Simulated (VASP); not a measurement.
# Sn2Bi2O (P4/mmm) in VASP: further runs

Runs on Sn2Bi2O. Level: PBE. Tasks: relaxation of cell and atoms.

Everything below comes from runs of VASP 6.6.1. Logs are shortened: lines on timing, memory, paths and dates and some standing lists are left out, and cuts for length are marked.

### 1 The structure

It takes space group P4/mmm (No. 123, tetragonal). Conventional cell: a = 4.802 Å, b = 4.802 Å, c = 7.064 Å, α = 90.00°, β = 90.00°, γ = 90.00°. Sn (site symmetry mmm) is surrounded by 2 O at 2.40 Å. Bi (site symmetry 4mm) has 1 Bi at 3.06 Å and 4 Sn at 3.12 Å as nearest neighbours. O (site symmetry 4/mmm) is surrounded by 4 Sn at 2.40 Å.

The cell was built by a generator and needn't be a form met in nature.

### 2 Relaxation of cell and atoms, PBE

INCAR

```
  PREC = Accurate
  ENCUT = 520
  EDIFF = 1E-6
  ISMEAR = 0
  SIGMA = 0.1
  LREAL = F
  LASPH = T
  NELM = 120
  ALGO = Normal
  ISIF = 3
  LWAVE = F
  LCHARG = F
  GGA = PE
  IBRION = 2
  NSW = 90
  EDIFFG = -0.01
  KPAR = 4
```

KPOINTS

```
Automatic mesh
0
Gamma
  6 6 4
```

POSCAR

```
Sn2Bi2O
1.0
    4.8020000000      0.0000000000      0.0000000000
    0.0000000000      4.8020000000      0.0000000000
    0.0000000000      0.0000000000      7.0640000000
Sn Bi O
2 2 1
Direct
    0.0000000000      0.5000000000      0.0000000000
    0.5000000000      0.0000000000      0.0000000000
    0.0000000000      0.0000000000      0.7168742900
    0.0000000000      0.0000000000      0.2831257100
    0.5000000000      0.5000000000      0.0000000000
```

Potentials or basis: VASP PAW PBE potentials, release 64 (Sn_d, Bi_d, O).

Command:

```sh
$ cat potpaw_PBE.64/Sn_d/POTCAR potpaw_PBE.64/Bi_d/POTCAR potpaw_PBE.64/O/POTCAR > POTCAR
$ mpirun -np 4 vasp_std > vasp.out
```

OUTCAR:

```text
PREC = Accurate
   ENCUT = 520
   EDIFF = 1E-6
   ISMEAR = 0
   LREAL = F
   LASPH = T
   NELM = 120
   ISIF = 3
   GGA = PE
   IBRION = 2
   NSW = 90
   EDIFFG = -0.01

 ion  position               nearest neighbor table
   1  0.000  0.500  0.000-   5 2.40   5 2.40   3 3.12   3 3.12   4 3.12   4 3.12   2 3.40   2 3.40
                             2 3.40   2 3.40
   2  0.500  0.000  0.000-   5 2.40   5 2.40   3 3.12   4 3.12   3 3.12   4 3.12   1 3.40   1 3.40
                             1 3.40   1 3.40
   3  0.000  0.000  0.717-   4 3.06   2 3.12   1 3.12   1 3.12   2 3.12
   4  0.000  0.000  0.283-   3 3.06   2 3.12   1 3.12   1 3.12   2 3.12
   5  0.500  0.500  0.000-   1 2.40   2 2.40   2 2.40   1 2.40

  LATTYP: Found a simple tetragonal cell.
 ALAT       =     4.8020000000
 C/A-ratio  =     1.4710537276

  Lattice vectors:

 A1 = (   4.8020000000,   0.0000000000,   0.0000000000)
 A2 = (   0.0000000000,   4.8020000000,   0.0000000000)
 A3 = (   0.0000000000,   0.0000000000,   7.0640000000)

Analysis of symmetry for initial positions (statically):
=====================================================================
 Subroutine PRICEL returns:
 Original cell was already a primitive cell.

 Routine SETGRP: Setting up the symmetry group for a
 simple tetragonal supercell.

 Subroutine GETGRP returns: Found 16 space group operations
 (whereof 16 operations were pure point group operations)
 out of a pool of 16 trial point group operations.

The static configuration has the point symmetry D_4h.

Analysis of symmetry for dynamics (positions and initial velocities):
=====================================================================
 Subroutine PRICEL returns:
 Original cell was already a primitive cell.

 Routine SETGRP: Setting up the symmetry group for a
 simple tetragonal supercell.

 Subroutine GETGRP returns: Found 16 space group operations
 (whereof 16 operations were pure point group operations)
 out of a pool of 16 trial point group operations.

The dynamic configuration has the point symmetry D_4h.

 Subroutine INISYM returns: Found 16 space group operations
 (whereof 16 operations are pure point group operations),
 and found     1 'primitive' translations

----------------------------------------------------------------------------------------

                                     Primitive cell

  volume of cell :     162.8902

  direct lattice vectors                    reciprocal lattice vectors
     4.802000000  0.000000000  0.000000000     0.208246564  0.000000000  0.000000000
     0.000000000  4.802000000  0.000000000     0.000000000  0.208246564  0.000000000
     0.000000000  0.000000000  7.064000000     0.000000000  0.000000000  0.141562854

  length of vectors
     4.802000000  4.802000000  7.064000000     0.208246564  0.208246564  0.141562854

  position of ions in fractional coordinates (direct lattice)
     0.000000000  0.500000000  0.000000000
     0.500000000  0.000000000  0.000000000
     0.000000000  0.000000000  0.716874290
     0.000000000  0.000000000  0.283125710
     0.500000000  0.500000000  0.000000000

  ion indices of the primitive-cell ions
   primitive index   ion index
                 1           1
                 2           2
                 3           3
                 4           4
                 5           5

----------------------------------------------------------------------------------------

 KPOINTS: Automatic mesh

Automatic generation of k-mesh.
 Grid dimensions read from file:
 generate k-points for:    6    6    4

 Generating k-lattice:

  Cartesian coordinates                     Fractional coordinates (reciprocal lattice)
     0.034707761  0.000000000  0.000000000     0.166666667  0.000000000  0.000000000
     0.000000000  0.034707761  0.000000000     0.000000000  0.166666667  0.000000000
     0.000000000  0.000000000  0.035390713     0.000000000  0.000000000  0.250000000

  Length of vectors
     0.034707761  0.034707761  0.035390713

  Shift w.r.t. Gamma in fractional coordinates (k-lattice)
     0.000000000  0.000000000  0.000000000

 Subroutine IBZKPT returns following result:
 ===========================================

 Found     30 irreducible k-points:

 Following reciprocal coordinates:
            Coordinates               Weight
  0.000000  0.000000  0.000000      1.000000
  0.166667  0.000000  0.000000      4.000000
  0.333333  0.000000  0.000000      4.000000
  0.500000  0.000000  0.000000      2.000000
  0.166667  0.166667  0.000000      4.000000
  0.333333  0.166667  0.000000      8.000000
[... 16 lines left out ...]
  0.333333  0.000000  0.500000      4.000000
  0.500000  0.000000  0.500000      2.000000
 [... further k-points ...]
   k-points           NKPTS =     30   k-points in BZ     NKDIM =     30   number of bands    NBANDS=     38
   number of dos      NEDOS =    301   number of ions     NIONS =      5
   total plane-waves  NPLWV =  69984
   dimension x,y,z NGX =    36 NGY =   36 NGZ =   54
   dimension x,y,z NGXF=    72 NGYF=   72 NGZF=  108
   ions per type =               2   2   1
   NGX,Y,Z   is equivalent  to a cutoff of  12.46, 12.46, 12.71 a.u.
   NGXF,Y,Z  is equivalent  to a cutoff of  24.93, 24.93, 25.42 a.u.
 SYSTEM =  unknown system
   PREC   = accura    normal or accurate (medium, high low for compatibility)
   ISTART =      0    job   : 0-new  1-cont  2-samecut
   ICHARG =      2    charge: 1-file 2-atom 10-const
   ISPIN  =      1    spin polarized calculation?
   LNONCOLLINEAR =      F non collinear calculations
   LSORBIT =      F    spin-orbit coupling
   LASPH  =      T    aspherical Exc in radial PAW
   ENCUT  =  520.0 eV  38.22 Ry    6.18 a.u.   8.93  8.93 13.13*2*pi/ulx,y,z
   NELM   =    120;   NELMIN=  2; NELMDL= -5     # of ELM steps
   EDIFF  = 0.1E-05   stopping-criterion for ELM
   LREAL  =      F    real-space projection
   EDIFFG = -.1E-01   stopping-criterion for IOM
   NSW    =     90    number of steps for IOM
   IBRION =      2    ionic relax: 0-MD 1-quasi-New 2-CG
   NFREE  =      1    steps in history (QN), initial steepest desc. (CG)
   ISIF   =      3    stress and relaxation
   ISYM   =      2    0-nonsym 1-usesym 2-fastsym
   POTIM  = 0.5000    time-step for ionic-motion
   TEBEG  =    0.0;   TEEND  =   0.0 temperature during run
   PSTRESS=    0.0 pullay stress
   NELECT =      64.0000    total number of electrons
   NUPDOWN=      -1.0000    fix difference up-down
   EMIN   =  10.00;   EMAX   =-10.00  energy-range for DOS
   EFERMI =   0.00;   METHOD = LEGACY
   ISMEAR =     0;   SIGMA  =   0.10  broadening in eV -4-tet -1-fermi 0-gaus
   EFERMI_NEDOS =   21; number of points for ismear=-14 and -15
   IALGO  =     38    algorithm
   IMIX   =      4    mixing-type and parameters
     AMIX     =   0.40;   BMIX     =  1.00
     AMIX_MAG =   1.60;   BMIX_MAG =  1.00
  volume/ion in A,a.u.               =      32.58       219.85
  Fermi-wavevector in a.u.,A,eV,Ry     =   1.199048  2.265872 19.561308  1.437716
  Thomas-Fermi vector in A             =   2.334921
   LORBIT       =      0    0 simple, 1 ext, 2 COOP (PROOUT), +10 PAW based schemes
   GGA     = PE    functional components
   LHFCALC =     F    Hartree Fock is set to
   AEXX    =    0.0000 exact exchange contribution
   IVDW    =     0    specifies the selected vdW correction
   LEPSILON=     F    determine dielectric tensor
   LRPA    =     F    only Hartree local field effects (RPA)
 conjugate gradient relaxation of ions
 non-spin polarized calculation
 Gauss-broadening in eV      SIGMA  =   0.10
  energy-cutoff  :      520.00
  volume of cell :      162.89
 maximum number of plane-waves:      4416
 NGX is ok and might be reduce to    36
   NGX = 17   NGY = 17   NGZ = 27

--------------------------------------- Ionic step        1  -------------------------------------------

 number of electron      64.0000031 magnetization

 Free energy of the ion-electron system (eV)
  ---------------------------------------------------
  ext. energy  EPLUGINS =         0.00000000
  ---------------------------------------------------
  free energy    TOTEN  =       -21.14412420 eV

  energy without entropy =      -21.13373042  energy(sigma->0) =      -21.13892731

------------------------ aborting loop because EDIFF is reached ----------------------------------------

  FORCE on cell =-STRESS in cart. coord.  units (eV):
  Direction    XX          YY          ZZ          XY          YZ          ZX
  --------------------------------------------------------------------------------------
  -------------------------------------------------------------------------------------
  Total        0.3262273      0.3262273      0.6050277      0.0000000      0.0000000      0.0000000
  in kB        3.2087499      3.2087499      5.9510124      0.0000000      0.0000000      0.0000000
  external PRESSURE =       4.1228374 kB  Pullay stress =       0.0000000 kB
[... 98 lines left out ...]
  FREE ENERGIE OF THE ION-ELECTRON SYSTEM (eV)
  ---------------------------------------------------
  free  energy   TOTEN  =       -21.1615364367 eV

  energy  without entropy=      -21.1492151824  energy(sigma->0) =      -21.15537581

[... ionic steps 4 to 8 ...]

--------------------------------------- Ionic step        9  -------------------------------------------

 number of electron      64.0000027 magnetization

------------------------ aborting loop because EDIFF is reached ----------------------------------------

  FORCE on cell =-STRESS in cart. coord.  units (eV):
  Direction    XX          YY          ZZ          XY          YZ          ZX
  --------------------------------------------------------------------------------------
  -------------------------------------------------------------------------------------
  Total        0.0314894      0.0314894      0.0025606      0.0000000      0.0000000      0.0000000
  in kB        0.3037403      0.3037403      0.0246993      0.0000000      0.0000000      0.0000000
  external PRESSURE =       0.2107266 kB  Pullay stress =       0.0000000 kB
[... 63 lines left out ...]
  energy  without entropy=      -21.1594239179  energy(sigma->0) =      -21.16421562

--------------------------------------- Ionic step       11  -------------------------------------------

 number of electron      64.0000026 magnetization

 Free energy of the ion-electron system (eV)
  ---------------------------------------------------
  ext. energy  EPLUGINS =         0.00000000
  ---------------------------------------------------
  free energy    TOTEN  =       -21.16902980 eV

  energy without entropy =      -21.15931182  energy(sigma->0) =      -21.16417081

 E-fermi :   4.5156     XC(G=0):  -8.4353

 val. band max:        4.4820435092   @ k =   0.5000   0.0000   0.2500
 cond. band min:       4.6277215224   @ k =   0.5000   0.1667   0.2500
 fundamental gap:      0.1456780132
 Fermi energy:         4.5156366946

 k-point     1 :       0.0000    0.0000    0.0000
  band No.  band energies     occupation
      1     -18.3208      2.00000
      2     -18.2274      2.00000
      3     -18.2274      2.00000
      4     -18.1869      2.00000
      5     -18.1869      2.00000
      6     -18.1529      2.00000
[... 973 lines left out ...]
     37       7.9324      0.00000
     38       8.9445      0.00000

 [... further k-points ...]

------------------------ aborting loop because EDIFF is reached ----------------------------------------

  FORCE on cell =-STRESS in cart. coord.  units (eV):
  Direction    XX          YY          ZZ          XY          YZ          ZX
  --------------------------------------------------------------------------------------
  -------------------------------------------------------------------------------------
  Total       -0.0330141     -0.0330141     -0.0002061      0.0000000     -0.0000000     -0.0000000
  in kB       -0.3182803     -0.3182803     -0.0019873      0.0000000     -0.0000000     -0.0000000
  external PRESSURE =      -0.2128493 kB  Pullay stress =       0.0000000 kB
[... 20 lines left out ...]
  FREE ENERGIE OF THE ION-ELECTRON SYSTEM (eV)
  ---------------------------------------------------
  free  energy   TOTEN  =       -21.1690297951 eV

  energy  without entropy=      -21.1593118248  energy(sigma->0) =      -21.16417081

 reached required accuracy - stopping structural energy minimisation
```

It took 6.3 min on 4 MPI ranks of Intel Xeon Platinum 8375C at 2.90GHz (Ice Lake), shared host; peak memory 0.37 GiB.

What came out:

```
Free energy                            : -21.1690 eV
Relaxed volume                         : 33.24 Å³/atom
Relaxed cell                           : a = 4.849 Å, b = 4.849 Å, c = 7.068 Å, α = 90.00°, β = 90.00°, γ = 90.00°
Space group after relaxing (to 0.05 Å) : P4/mmm (No. 123)
Energy gained by relaxing              : 5.0 meV/atom
Ionic steps                            : 11
Pressure after relaxing                : 0.0 GPa
Largest force after relaxing           : 0.005 eV/Å
Band gap on the k mesh                 : none (metal or under the smearing width)
```

Forces in eV/Å, atoms in the order of the input:
```
Sn   0.000  0.000  0.000
Sn   0.000  0.000  0.000
Bi   0.000  0.000  0.005
Bi   0.000  0.000 -0.005
O    0.000  0.000  0.000
```

Step by step:
```
step  energy change (eV)  largest force (eV/Å)  pressure (GPa)  volume (Å³)
   1              0.0000                0.3511            0.41       162.89
   2             -0.0129                0.2582           -0.03       164.87
   3             -0.0174                0.1862           -0.43       166.93
   4             -0.0231                0.0006            0.14       165.58
   5             -0.0231                0.0144            0.10       165.67
   6             -0.0243                0.0018            0.05       165.99
   7             -0.0248                0.0211           -0.02       166.38
   8             -0.0248                0.0222           -0.04       166.39
   9             -0.0249                0.0180            0.02       166.10
  10             -0.0249                0.0174            0.04       166.05
  11             -0.0249                0.0049           -0.02       166.19
```

Final structure:
```yaml
crystal:
  lattice:
    - [4.84887, 0.00000, 0.00000]
    - [0.00000, 4.84887, 0.00000]
    - [0.00000, 0.00000, 7.06835]
  atoms:
    - { symbol: Sn, position: [0.00000, 0.50000, 0.00000] }
    - { symbol: Sn, position: [0.50000, 0.00000, 0.00000] }
    - { symbol: Bi, position: [0.00000, 0.00000, 0.72555] }
    - { symbol: Bi, position: [0.00000, 0.00000, 0.27445] }
    - { symbol: O, position: [0.50000, 0.50000, 0.00000] }
```

Caveat: spin-orbit coupling is left out, which moves the levels of the heavy elements.

[end of part 1 of 2]
